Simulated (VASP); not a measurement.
Set up this calculation in VASP 6.6.1, as the native input.

```yaml
Task: band structure
Functional: PBE
Potentials_or_basis: VASP PAW PBE potentials, release 64 (Cd, Te)
Cutoff: 520 eV
k_mesh: 8 × 8 × 8
Occupations: gaussian, width 0.02 eV
Spin: non-collinear spin, zero start, spin-orbit coupling
Starting_moments: "[[0.0, 0.0, 0.0], [0.0, 0.0, 0.0]] μB"
Further_INCAR_settings: ALGO = Normal; EDIFF = 1e-07; NBANDS = 30
```

Crystal: CdTe.

```
CELL_PARAMETERS angstrom
0.00000 3.31246 3.31246
3.31246 0.00000 3.31246
3.31246 3.31246 0.00000
ATOMIC_POSITIONS crystal
Cd 0.00000 0.00000 0.00000
Te 0.25000 0.25000 0.25000
```

One way to write it, as run:

POSCAR

```
CdTe                                    
1.0
   -0.0000000000      3.3124596829      3.3124596829
    3.3124596829      0.0000000000      3.3124596829
    3.3124596829      3.3124596829     -0.0000000000
  Cd              Te            
     1     1
Direct
     0.0000000000000000    0.0000000000000000    0.0000000000000000
     0.2500000000000000    0.2500000000000000    0.2500000000000000
```

INCAR.step1

```
PREC = Accurate
ENCUT = 520
EDIFF = 1E-7
ISMEAR = 0
SIGMA = 0.02
LREAL = F
LASPH = T
NELM = 100
ALGO = Normal
ISIF = 2
LWAVE = F
LCHARG = T
MAGMOM = 0 0 0 0 0 0
LORBIT = 11
LSORBIT = T
GGA_COMPAT = F
GGA = PE
NBANDS = 30
KPAR = 4
```

KPOINTS.step1

```
regular mesh
0
Gamma
  8 8 8
```

INCAR.step2

```
PREC = Accurate
ENCUT = 520
EDIFF = 1E-7
ISMEAR = 0
SIGMA = 0.05
LREAL = F
LASPH = T
NELM = 100
ALGO = Normal
ISIF = 2
LWAVE = F
LCHARG = F
MAGMOM = 0 0 0 0 0 0
LORBIT = 11
LSORBIT = T
GGA_COMPAT = F
GGA = PE
NBANDS = 30
KPAR = 4
ICHARG = 11
```

KPOINTS.step2

```
path GXWKGLUWLK,UX
15
line-mode
reciprocal
 0.0000000000  0.0000000000  0.0000000000  G
 0.5000000000  0.0000000000  0.5000000000  X

 0.5000000000  0.0000000000  0.5000000000  X
 0.5000000000  0.2500000000  0.7500000000  W

 0.5000000000  0.2500000000  0.7500000000  W
 0.3750000000  0.3750000000  0.7500000000  K

 0.3750000000  0.3750000000  0.7500000000  K
 0.0000000000  0.0000000000  0.0000000000  G

 0.0000000000  0.0000000000  0.0000000000  G
 0.5000000000  0.5000000000  0.5000000000  L

 0.5000000000  0.5000000000  0.5000000000  L
 0.6250000000  0.2500000000  0.6250000000  U

 0.6250000000  0.2500000000  0.6250000000  U
 0.5000000000  0.2500000000  0.7500000000  W

 0.5000000000  0.2500000000  0.7500000000  W
 0.5000000000  0.5000000000  0.5000000000  L

 0.5000000000  0.5000000000  0.5000000000  L
 0.3750000000  0.3750000000  0.7500000000  K

 0.6250000000  0.2500000000  0.6250000000  U
 0.5000000000  0.0000000000  0.5000000000  X
```

Potentials or basis: VASP PAW PBE potentials, release 64 (Cd, Te).

The run is started by

```bash
$ cat potpaw_PBE.64/Cd/POTCAR potpaw_PBE.64/Te/POTCAR > POTCAR
$ cp INCAR.step1 INCAR
$ cp KPOINTS.step1 KPOINTS
$ mpirun -np 4 vasp_ncl > vasp.out
$ cp INCAR.step2 INCAR
$ cp KPOINTS.step2 KPOINTS
$ mpirun -np 4 vasp_ncl > vasp.out
```

It gave:

The net moment is 0.00 μB per cell.

Caveat: the log is that of the step along the path at fixed density, whose energy, stress, charges and moments have no meaning.

Run time: 3.5 min on 4 MPI ranks on AMD EPYC 7R13 Processor (Zen 3) (shared host), peak memory 0.65 GiB a rank.
